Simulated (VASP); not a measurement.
# SnTeS with optB86b-vdW: from relaxation to properties, part 2 of 2

Wanted: the relaxed cell of SnTeS and its properties. The cell is invented: it takes the structure of a Materials Project entry for SnSeS (space group 156 there), with some of its atoms replaced by other elements, volume scaled by an estimate. It may not be a known or stable phase.

VASP 6.6.1, plane waves and PAW; the level of theory is named at each step.

Still holding for the runs below: The k-mesh is coarse for a metal.

So far. Step 6 (Band structure (optB86b-vdW)): There is no gap at this level. Step 7 (Density of states (optB86b-vdW)): The finer mesh and the other smearing move the Fermi level by +0.02 eV from the 6×6×3 run, a small shift, which tests the Fermi level alone. Of the states within 0.3 eV of the Fermi level, the largest shares in the PAW spheres are Te p 29 %, S p 12 % and Sn s 11 %. The rest lies in smaller channels or between the spheres.

## Step 8: Volume scan with optB86b-vdW

An equation of state needs energies on both sides of the minimum, all on one mesh and cutoff.

INCAR reads:

```
SYSTEM = SnTeS
PREC = Accurate
ENCUT = 400
EDIFF = 1E-06
NELM = 100
ISMEAR = -1
SIGMA = 0.05
LREAL = .FALSE.
ALGO = Normal
GGA = MK
AGGAC = 0
LUSE_VDW = .TRUE.
PARAM1 = 0.1234
PARAM2 = 1
LASPH = .TRUE.
NBANDS = 19
LORBIT = 11
LWAVE = .FALSE.
LCHARG = .FALSE.
ISIF = 2
```

POSCAR reads:

```
SnTeS
1.0
    3.7660921226      0.0000000081      0.0000000000
   -1.8830465389      3.2615312524      0.0000000000
    0.0000000000      0.0000000000      6.1763457005
Te Sn S
1 1 1
Direct
    0.0000000000      0.0000000000      0.7143718298
    0.3333333300      0.6666666700      0.0271037094
    0.6666666700      0.3333333300      0.2585254609
```

KPOINTS reads:

```
Automatic mesh
0
Gamma
6 6 3
0 0 0
```

The projector-augmented-wave data sets are Te, Sn_d and S (PBE family, release 64).

Run with:

```bash
$ mpirun -np 1 vasp_std
```

Wall time 45 s (1 MPI rank of Intel Xeon Platinum 8559C (Emerald Rapids), shared host); peak memory 0.38 GiB.

The scan keeps the cell's shape and the fractional positions fixed.

Numbers from this step:

| Item | Value |
| --- | --- |
| bands | 19 |
| irreducible k-points | 17 |
| free energy (TOTEN) | -5.169 eV |
| energy at zero smearing | -5.164 eV |
| Fermi energy | 6.921 eV |
| pressure | 4.280 GPa |

Force by atom:

| atom | x (eV/Å) | y (eV/Å) | z (eV/Å) | size |
| --- | --- | --- | --- | --- |
| Te1 | 0.000 | 0.000 | -0.399 | 0.399 |
| Sn2 | 0.000 | 0.000 | -0.053 | 0.053 |
| S3 | 0.000 | 0.000 | 0.452 | 0.452 |

The pressure here is 4.28 GPa.

## Step 9: Volume scan with optB86b-vdW (run 2)

INCAR is that of step 8.

POSCAR reads:

```
SnTeS
1.0
    3.7926147719      0.0000000082      0.0000000000
   -1.8963078669      3.2845005391      0.0000000000
    0.0000000000      0.0000000000      6.2198425259
Te Sn S
1 1 1
Direct
    0.0000000000      0.0000000000      0.7143718298
    0.3333333300      0.6666666700      0.0271037094
    0.6666666700      0.3333333300      0.2585254609
```

KPOINTS is that of step 8.

Run with:

```bash
$ mpirun -np 1 vasp_std
```

It took 46 s on 1 MPI rank; peak memory 0.38 GiB.

Numbers from this step:

```
free energy (TOTEN)     : -5.204 eV
energy at zero smearing : -5.200 eV
Fermi energy            : 6.632 eV
pressure                : 2.708 GPa
```

Force by atom:

| atom | x (eV/Å) | y (eV/Å) | z (eV/Å) | size |
| --- | --- | --- | --- | --- |
| Te1 | 0.000 | 0.000 | -0.259 | 0.259 |
| Sn2 | 0.000 | 0.000 | -0.030 | 0.030 |
| S3 | 0.000 | 0.000 | 0.289 | 0.289 |

The pressure falls from 4.28 to 2.71 GPa.

The run ends at a pressure of 2.71 GPa, with forces up to 0.29 eV/Å.

## Step 10: Volume scan with optB86b-vdW (run 3)

INCAR is that of step 9.

POSCAR reads:

```
SnTeS
1.0
    3.8187715624      0.0000000082      0.0000000000
   -1.9093862655      3.3071529828      0.0000000000
    0.0000000000      0.0000000000      6.2627393471
Te Sn S
1 1 1
Direct
    0.0000000000      0.0000000000      0.7143718298
    0.3333333300      0.6666666700      0.0271037094
    0.6666666700      0.3333333300      0.2585254609
```

KPOINTS is that of step 9.

Run with:

```bash
$ mpirun -np 1 vasp_std
```

Elapsed: 46 s, on 1 MPI rank; peak memory 0.39 GiB.

The pressure falls from 2.71 to 1.30 GPa.

The run ends at a pressure of 1.30 GPa, with forces up to 0.14 eV/Å.

## Step 11: Volume scan with optB86b-vdW (run 4)

INCAR is that of step 10.

POSCAR reads:

```
SnTeS
1.0
    3.8445748557      0.0000000083      0.0000000000
   -1.9222879154      3.3294992889      0.0000000000
    0.0000000000      0.0000000000      6.3050564372
Te Sn S
1 1 1
Direct
    0.0000000000      0.0000000000      0.7143718298
    0.3333333300      0.6666666700      0.0271037094
    0.6666666700      0.3333333300      0.2585254609
```

KPOINTS is that of step 10.

Run with:

```bash
$ mpirun -np 1 vasp_std
```

It took 47 s on 1 MPI rank; peak memory 0.39 GiB.

The pressure falls from 1.30 to 0.04 GPa.

The run ends at a pressure of 0.04 GPa, with forces up to 0.0061 eV/Å.

## Step 12: Volume scan with optB86b-vdW (run 5)

INCAR is that of step 11.

POSCAR reads:

```
SnTeS
1.0
    3.8700363584      0.0000000084      0.0000000000
   -1.9350186700      3.3515495957      0.0000000000
    0.0000000000      0.0000000000      6.3468129947
Te Sn S
1 1 1
Direct
    0.0000000000      0.0000000000      0.7143718298
    0.3333333300      0.6666666700      0.0271037094
    0.6666666700      0.3333333300      0.2585254609
```

KPOINTS is that of step 11.

Run with:

```bash
$ mpirun -np 1 vasp_std
```

Run time: 46 s. Hardware: 1 MPI rank; peak memory 0.39 GiB.

The pressure falls from 0.04 to -1.09 GPa.

The run ends at a pressure of -1.09 GPa, with forces up to 0.12 eV/Å.

## Step 13: Volume scan with optB86b-vdW (run 6)

INCAR is that of step 12.

POSCAR reads:

```
SnTeS
1.0
    3.8951671687      0.0000000084      0.0000000000
   -1.9475840783      3.3733135146      0.0000000000
    0.0000000000      0.0000000000      6.3880272210
Te Sn S
1 1 1
Direct
    0.0000000000      0.0000000000      0.7143718298
    0.3333333300      0.6666666700      0.0271037094
    0.6666666700      0.3333333300      0.2585254609
```

KPOINTS is that of step 12.

Run with:

```bash
$ mpirun -np 1 vasp_std
```

Elapsed: 47 s, on 1 MPI rank; peak memory 0.39 GiB.

The pressure falls from -1.09 to -2.09 GPa.

The run ends at a pressure of -2.09 GPa, with forces up to 0.23 eV/Å.

## Step 14: Volume scan with optB86b-vdW (run 7)

A prediction first. A parabola through the 6 pressures of evenly scaled cells so far, P = 0.04 -59.8 t +140 t² GPa with t = ln(V/V₁) and V₁ the volume at scale 1, gives -2.97 GPa at t = +0.0583.

INCAR is that of step 13.

POSCAR reads:

```
SnTeS
1.0
    3.9199778196      0.0000000085      0.0000000000
   -1.9599894069      3.3948001672      0.0000000000
    0.0000000000      0.0000000000      6.4287163895
Te Sn S
1 1 1
Direct
    0.0000000000      0.0000000000      0.7143718298
    0.3333333300      0.6666666700      0.0271037094
    0.6666666700      0.3333333300      0.2585254609
```

KPOINTS is that of step 13.

Run with:

```bash
$ mpirun -np 1 vasp_std
```

Run time: 46 s. Hardware: 1 MPI rank; peak memory 0.39 GiB.

The pressure falls from -2.09 to -2.99 GPa. The parabola predicted -2.97 GPa, +0.02 GPa off.

## Step 15: Comparing the runs

Times are for 1 MPI rank of Intel Xeon Platinum 8559C (Emerald Rapids), shared host. The series side by side:

| no. | volume scale | energy above the lowest point (meV/atom) | pressure (GPa) | time | memory (GiB) |
| --- | --- | --- | --- | --- | --- |
| 1 | 0.94 | 20.98 | 4.280 | 45 s | 0.38 |
| 2 | 0.96 | 9.19 | 2.708 | 46 s | 0.38 |
| 3 | 0.98 | 2.34 | 1.305 | 46 s | 0.39 |
| 4 | 1 | 0 | 0.04219 | 47 s | 0.39 |
| 5 | 1.02 | 1.7 | -1.088 | 46 s | 0.39 |
| 6 | 1.04 | 7 | -2.094 | 47 s | 0.39 |
| 7 | 1.06 | 15.49 | -2.989 | 46 s | 0.39 |

## Step 16: Fit for optB86b-vdW

This step: Birch-Murnaghan fit, optB86b-vdW; plane waves and PAW; invented cell (VASP 6.6.1).

This step runs nothing: it gathers the runs above.

Numbers from this step:

```yaml
pressure_derivative_of_the_bulk_modulus: 4.444
r_m_s_error_of_the_fit: 1.28e-5 eV/atom
minimum_inside_the_sampled_range: yes
bulk_modulus: 59.42 GPa
equilibrium_volume_of_the_fit: 26.94 Å³/atom
```

Energy above the fitted minimum against volume:

| volume (Å³/atom) | energy above the fitted minimum (eV/atom) |
| --- | --- |
| 25.29 | 0.0210 |
| 25.83 | 0.00918 |
| 26.36 | 0.00234 |
| 26.90 | -8.0e-6 |
| 27.44 | 0.00169 |
| 27.98 | 0.00699 |
| 28.52 | 0.0155 |

The fitted volume lies +0.13 % from the relaxed one. At a finite cutoff and mesh the minimum of the energy and the zero of the stress don't quite coincide, and the relaxation stops at a threshold. The atoms bear forces along the scan, since they were held; freeing them would lower the modulus.

## Step 17: Band structure (optB86b-vdW + SOC)

This step: optB86b-vdW, spin-orbit coupling; plane waves and PAW (Te, Sn_d, S); invented cell (VASP 6.6.1).

Levels along the symmetry lines show where the bands peak and cross; KPOINTS_OPT computes them in the converged potential. Spin-orbit coupling needs spinors and the noncollinear program, where each band holds one electron.

Edit INCAR of step 14 so:

```diff
@@ -15,3 +15,7 @@
 LASPH = .TRUE.
-NBANDS = 19
+LNONCOLLINEAR = .TRUE.
+MAGMOM = 0 0 0 0 0 0 0 0 0
+NBANDS = 38
+GGA_COMPAT = .FALSE.
+LSORBIT = .TRUE.
 LORBIT = 11
@@ -19,2 +23 @@
 LCHARG = .FALSE.
-ISIF = 2
```

POSCAR reads:

```
SnTeS
1.0
    3.8445748557      0.0000000083      0.0000000000
   -1.9222879154      3.3294992889      0.0000000000
    0.0000000000      0.0000000000      6.3050564372
Te Sn S
1 1 1
Direct
    0.0000000000      0.0000000000      0.7143718298
    0.3333333300      0.6666666700      0.0271037094
    0.6666666700      0.3333333300      0.2585254609
```

KPOINTS reads:

```
Automatic mesh
0
Gamma
5 5 3
0 0 0
```

KPOINTS_OPT reads:

```
Line mode
16
Line-mode
Reciprocal
  0.00000000   0.00000000   0.00000000 GAMMA
  0.50000000   0.00000000   0.00000000 M

  0.50000000   0.00000000   0.00000000 M
  0.33333333   0.33333333   0.00000000 K

  0.33333333   0.33333333   0.00000000 K
  0.00000000   0.00000000   0.00000000 GAMMA

  0.00000000   0.00000000   0.00000000 GAMMA
  0.00000000   0.00000000   0.50000000 A

  0.00000000   0.00000000   0.50000000 A
  0.50000000   0.00000000   0.50000000 L

  0.50000000   0.00000000   0.50000000 L
  0.33333333   0.33333333   0.50000000 H

  0.33333333   0.33333333   0.50000000 H
  0.00000000   0.00000000   0.50000000 A

  0.50000000   0.00000000   0.50000000 L
  0.50000000   0.00000000   0.00000000 M

  0.33333333   0.33333333   0.00000000 K
  0.33333333   0.33333333   0.50000000 H
```

Run with:

```bash
$ mpirun -np 1 vasp_ncl
```

The job ended after 6 min (1 MPI rank; peak memory 0.61 GiB).

Numbers from this step:

| Property | Result |
| --- | --- |
| SCF cycles | 14 |
| bands | 38 |
| irreducible k-points | 21 |
| free energy (TOTEN) | -5.378 eV |
| energy at zero smearing | -5.368 eV |
| Fermi energy | 6.061 eV |
| pressure | 0.4038 GPa |

On-site spin-orbit energy by atom:

| atom | on-site spin-orbit energy (eV) |
| --- | --- |
| Te1 | -0.272 |
| Sn2 | -0.093 |
| S3 | -0.003 |

Electronic bands along the path, in eV, zero at the Fermi level; # counts the bands kept:

| point | #9 | #10 | #11 | #12 | #13 | #14 | #15 | #16 |
| --- | --- | --- | --- | --- | --- | --- | --- | --- |
| Γ | -0.21 | -0.21 | 0.18 | 0.18 | 0.61 | 0.61 | 3.13 | 3.13 |
| 0.53 of the way | -1.12 | -1.00 | -0.15 | -0.09 | 0.87 | 0.95 | 2.94 | 3.04 |
| M | -2.42 | -2.42 | -0.47 | -0.47 | 0.43 | 0.43 | 2.80 | 2.80 |
| 0.47 of the way | -2.41 | -2.30 | -1.69 | -1.48 | 0.15 | 0.33 | 3.57 | 3.79 |
| K | -2.94 | -2.68 | -2.25 | -2.16 | -0.41 | -0.26 | 4.59 | 4.72 |
| 0.47 of the way | -1.59 | -1.36 | -0.85 | -0.79 | 0.77 | 0.94 | 3.54 | 3.72 |
| Γ | -0.21 | -0.21 | 0.18 | 0.18 | 0.61 | 0.61 | 3.13 | 3.13 |
| 0.53 of the way | -0.01 | -0.01 | 0.68 | 0.68 | 1.02 | 1.02 | 3.08 | 3.08 |
| A | 0.06 | 0.06 | 0.74 | 0.74 | 1.45 | 1.45 | 3.01 | 3.01 |
| 0.47 of the way | -1.96 | -1.73 | -0.38 | -0.30 | 0.65 | 0.75 | 3.54 | 3.64 |
| L | -1.66 | -1.66 | -0.91 | -0.91 | -0.40 | -0.40 | 2.88 | 2.88 |
| 0.53 of the way | -1.51 | -1.15 | -1.02 | -0.92 | 0.41 | 0.58 | 3.01 | 3.05 |
| H | -1.44 | -1.14 | -0.77 | -0.69 | 0.91 | 1.09 | 2.81 | 2.97 |
| 0.53 of the way | -1.94 | -1.63 | -1.12 | -0.83 | 1.09 | 1.25 | 3.54 | 3.63 |
| A | 0.06 | 0.06 | 0.74 | 0.74 | 1.45 | 1.45 | 3.01 | 3.01 |
| jump to L | -1.66 | -1.66 | -0.91 | -0.91 | -0.40 | -0.40 | 2.88 | 2.88 |
| 0.53 of the way | -1.87 | -1.78 | -0.69 | -0.67 | -0.16 | -0.14 | 3.09 | 3.11 |
| M | -2.42 | -2.42 | -0.47 | -0.47 | 0.43 | 0.43 | 2.80 | 2.80 |
| jump to K | -2.94 | -2.68 | -2.25 | -2.16 | -0.41 | -0.26 | 4.59 | 4.72 |
| 0.47 of the way | -2.18 | -1.93 | -1.59 | -1.50 | 0.14 | 0.31 | 3.78 | 3.90 |
| H | -1.44 | -1.14 | -0.77 | -0.69 | 0.91 | 1.09 | 2.81 | 2.97 |

Of the projections kept (Te, Sn, S), the largest for each band there; the rest of the weight can lie on other orbitals:

| point | #9 | #10 | #11 | #12 | #13 | #14 | #15 | #16 |
| --- | --- | --- | --- | --- | --- | --- | --- | --- |
| Γ | S 0.36 | S 0.36 | Te 0.64 | Te 0.64 | Te 0.84 | Te 0.84 | Sn 0.59 | Sn 0.59 |
| M | Te 0.49 | Te 0.49 | Te 0.68 | Te 0.68 | S 0.35 | S 0.35 | Sn 0.61 | Sn 0.61 |
| K | S 0.56 | Te 0.55 | Te 0.67 | Te 0.70 | Sn 0.43 | Sn 0.42 | Sn 0.45 | Sn 0.43 |
| Γ | S 0.36 | S 0.36 | Te 0.64 | Te 0.64 | Te 0.84 | Te 0.84 | Sn 0.59 | Sn 0.59 |
| A | Te 0.84 | Te 0.84 | Te 0.86 | Te 0.86 | Sn 0.47 | Sn 0.47 | Sn 0.64 | Sn 0.64 |
| L | Te 0.53 | Te 0.53 | Te 0.72 | Te 0.72 | Sn 0.38 | Sn 0.38 | Sn 0.50 | Sn 0.50 |

Force by atom:

| atom | x (eV/Å) | y (eV/Å) | z (eV/Å) | size |
| --- | --- | --- | --- | --- |
| Te1 | 0.0000 | 0.0000 | -0.0382 | 0.0382 |
| Sn2 | 0.0000 | 0.0000 | 0.0504 | 0.0504 |
| S3 | 0.0000 | 0.0000 | -0.0122 | 0.0122 |

At these settings, which differ from those of the relaxation, the cell is under a pressure of 0.4 GPa.

## Step 18: Bands along the symmetry lines (optB86b-vdW), changed input

This step: optB86b-vdW; plane waves and PAW (Te, Sn_d, S); invented cell (VASP 6.6.1).

The mesh alone shows little of the dispersion and can miss band extrema, so KPOINTS_OPT adds a path through the symmetry points after the self-consistent cycle. Some settings are moved from the usual, to see what they do.

Edit INCAR of step 17 so:

```diff
@@ -15,7 +15,3 @@
 LASPH = .TRUE.
-LNONCOLLINEAR = .TRUE.
-MAGMOM = 0 0 0 0 0 0 0 0 0
-NBANDS = 38
-GGA_COMPAT = .FALSE.
-LSORBIT = .TRUE.
+NBANDS = 26
 LORBIT = 11
@@ -23 +19,2 @@
 LCHARG = .FALSE.
+NELMDL = -12
```

POSCAR is that of step 17.

KPOINTS reads:

```
Automatic mesh
0
Gamma
6 6 3
0 0 0
```

KPOINTS_OPT is that of step 17.

Run with:

```bash
$ mpirun -np 1 vasp_std
```

Elapsed: 1.8 min, on 1 MPI rank; peak memory 0.39 GiB.

NELMDL acts on the way to self-consistency or on speed; a fully converged result doesn't depend on them, though slow mixing can meet EDIFF with the stress still off.

Numbers from this step:

- SCF cycles: 20
- bands: 26
- irreducible k-points: 17
- free energy (TOTEN): -5.232 eV
- energy at zero smearing: -5.227 eV
- Fermi energy: 6.093 eV
- pressure: 0.03615 GPa

Electronic bands along the path, in eV, zero at the Fermi level; # counts the bands kept:

| point | #3 | #4 | #5 | #6 | #7 | #8 | #9 | #10 |
| --- | --- | --- | --- | --- | --- | --- | --- | --- |
| Γ | -1.91 | -0.91 | -0.13 | 0.26 | 0.26 | 3.23 | 3.83 | 3.83 |
| 0.53 of the way | -2.90 | -2.67 | -1.07 | -0.17 | 0.85 | 2.98 | 4.11 | 4.41 |
| M | -3.85 | -3.15 | -2.44 | -0.48 | 0.37 | 2.79 | 3.93 | 4.06 |
| 0.47 of the way | -3.75 | -3.59 | -2.36 | -1.64 | 0.20 | 3.65 | 4.36 | 4.99 |
| K | -3.76 | -3.71 | -2.83 | -2.26 | -0.38 | 4.66 | 5.05 | 5.13 |
| 0.47 of the way | -3.80 | -2.37 | -1.48 | -0.88 | 0.81 | 3.62 | 4.08 | 4.52 |
| Γ | -1.91 | -0.91 | -0.13 | 0.26 | 0.26 | 3.23 | 3.83 | 3.83 |
| 0.53 of the way | -1.92 | -1.92 | 0.33 | 0.33 | 0.92 | 3.22 | 3.62 | 3.62 |
| A | -1.92 | -1.92 | 0.39 | 0.39 | 1.37 | 3.19 | 3.45 | 3.45 |
| 0.47 of the way | -2.74 | -2.44 | -1.87 | -0.37 | 0.64 | 3.59 | 4.45 | 4.62 |
| L | -2.97 | -2.64 | -1.63 | -0.97 | -0.49 | 2.85 | 3.62 | 4.67 |
| 0.53 of the way | -4.15 | -3.37 | -1.31 | -1.05 | 0.44 | 3.00 | 3.72 | 4.40 |
| H | -4.52 | -4.30 | -1.30 | -0.78 | 0.96 | 2.87 | 3.26 | 4.36 |
| 0.53 of the way | -3.15 | -2.65 | -1.81 | -1.03 | 1.13 | 3.61 | 4.19 | 4.84 |
| A | -1.92 | -1.92 | 0.39 | 0.39 | 1.37 | 3.19 | 3.45 | 3.45 |
| jump to L | -2.97 | -2.64 | -1.63 | -0.97 | -0.49 | 2.85 | 3.62 | 4.67 |
| 0.53 of the way | -3.42 | -3.08 | -1.82 | -0.71 | -0.23 | 3.09 | 4.10 | 4.34 |
| M | -3.85 | -3.15 | -2.44 | -0.48 | 0.37 | 2.79 | 3.93 | 4.06 |
| jump to K | -3.76 | -3.71 | -2.83 | -2.26 | -0.38 | 4.66 | 5.05 | 5.13 |
| 0.47 of the way | -4.19 | -4.02 | -2.07 | -1.60 | 0.18 | 3.82 | 4.25 | 4.88 |
| H | -4.52 | -4.30 | -1.30 | -0.78 | 0.96 | 2.87 | 3.26 | 4.36 |

Of the projections kept (Te, Sn, S), the largest for each band there; the rest of the weight can lie on other orbitals:

| point | #3 | #4 | #5 | #6 | #7 | #8 | #9 | #10 |
| --- | --- | --- | --- | --- | --- | --- | --- | --- |
| Γ | S 0.86 | S 0.51 | Sn 0.45 | Te 0.85 | Te 0.85 | Sn 0.51 | Sn 0.74 | Sn 0.74 |
| M | S 0.48 | S 0.63 | Te 0.50 | Te 0.71 | Sn 0.35 | Sn 0.61 | Sn 0.66 | Te 0.46 |
| K | Sn 0.37 | S 0.42 | Te 0.49 | Te 0.70 | Sn 0.42 | Sn 0.44 | Te 0.35 | Sn 0.50 |
| Γ | S 0.86 | S 0.51 | Sn 0.45 | Te 0.85 | Te 0.85 | Sn 0.51 | Sn 0.74 | Sn 0.74 |
| A | S 0.85 | S 0.85 | Te 0.86 | Te 0.86 | Sn 0.47 | Sn 0.50 | Sn 0.80 | Sn 0.80 |
| L | S 0.68 | S 0.50 | Te 0.53 | Te 0.77 | Sn 0.40 | Sn 0.50 | Sn 0.55 | Sn 0.52 |

Against the sound run “Band structure (optB86b-vdW)”, the energy at zero smearing moves by -0.0 meV an atom, the pressure by -0.00 GPa and the Fermi level by +0.00 eV.

## Step 19: Summary of results

```yaml
relaxed_volume: 26.90 Å³/atom
relaxed_conventional_cell_a_b_c: 3.845, 3.845, 6.305 Å; angles 90.0, 90.0, 120.0°
space_group_after_relaxing_within_0p02_a: P3m1 (No. 156)
band_gap: none, a metal
dos_at_the_fermi_level: 1.41 states/eV/cell
bulk_modulus_from_the_fit: 59.4 GPa
volume_from_the_fit: 26.9 Å³/atom
band_gap_optb86b_vdw_soc: none, a metal
```

What this shows: With optB86b-vdW, SnTeS relaxes to 26.90 Å³/atom in space group P3m1 (held by the symmetry of the run), comes out as a metal and has a bulk modulus of 59.4 GPa at fixed shape and positions, an upper bound. Band structure (optB86b-vdW): Of the bands kept, 3 cross the Fermi level on this path. Band structure (optB86b-vdW + SOC): Of the bands kept, 6 cross the Fermi level on this path (spinor bands, one electron each). Bands along the symmetry lines (optB86b-vdW), changed input: Of the bands kept, 3 cross the Fermi level on this path. The k-sampling is coarse for a metal, so the Fermi level, pressures and the shape of the cell carry errors. No search among competing phases was made. All values are for a static lattice at zero temperature.

[Lines on the potential files, build, host, timing and source positions are cut from VASP's logs without a mark.]

[Logs are printed without paths, hosts, clocks, repeated set-up lines and the standing remarks that a program may print on its own settings, such as how far it seeks lower states.]

[Hosts, paths, dates, database ids (printed as entryN), source tags and the programs' standing remarks are cut or masked in the printed files.]

[A measured line is paired with the nearest computed mode of its activity, which favours agreement.]
